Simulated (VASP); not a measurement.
Input:

```yaml
crystal:
  lattice:
    - [1.78682, -6.84242, 0.00000]
    - [1.78682, 6.84242, 0.00000]
    - [0.00000, 0.00000, 3.60902]
  atoms:
    - { symbol: Ti, position: [0.89688, 0.10312, 0.75000] }
    - { symbol: Ti, position: [0.10312, 0.89688, 0.25000] }
    - { symbol: Si, position: [0.55825, 0.44175, 0.75000] }
    - { symbol: Si, position: [0.44175, 0.55825, 0.25000] }
    - { symbol: Si, position: [0.24969, 0.75031, 0.75000] }
    - { symbol: Si, position: [0.75031, 0.24969, 0.25000] }
```

Method: PBE GGA, VASP's PBE PAW potentials (set 64) (plane waves; VASP). Settings: 300 eV cut-off, 9×9×9 Γ-centred mesh, first-order Methfessel-Paxton smearing of 0.050 eV, potentials Ti_sv Si.

At this cut-off the stress carries a Pulay error, which pulls relaxed volumes low.

Which forces act on the atoms, in eV/Å?

```json
[
 {"atom": "Ti1", "Fx": "0.000", "Fy": "0.076", "Fz": "0.000"},
 {"atom": "Ti2", "Fx": "0.000", "Fy": "-0.076", "Fz": "0.000"},
 {"atom": "Si3", "Fx": "0.000", "Fy": "-0.058", "Fz": "0.000"},
 {"atom": "Si4", "Fx": "0.000", "Fy": "0.058", "Fz": "0.000"},
 {"atom": "Si5", "Fx": "0.000", "Fy": "-0.009", "Fz": "0.000"},
 {"atom": "Si6", "Fx": "0.000", "Fy": "0.009", "Fz": "0.000"}
]
```

Give the stress tensor in GPa (positive for a compressed cell).

```
-3.54   0.00   0.00
 0.00  -2.88   0.00
 0.00   0.00  -3.76
```
The pressure is its mean diagonal, -3.39 GPa.

The structure comes from a computed database's TiSi2 entry; how it stands against other phases isn't given here. The cell was not relaxed at this level.
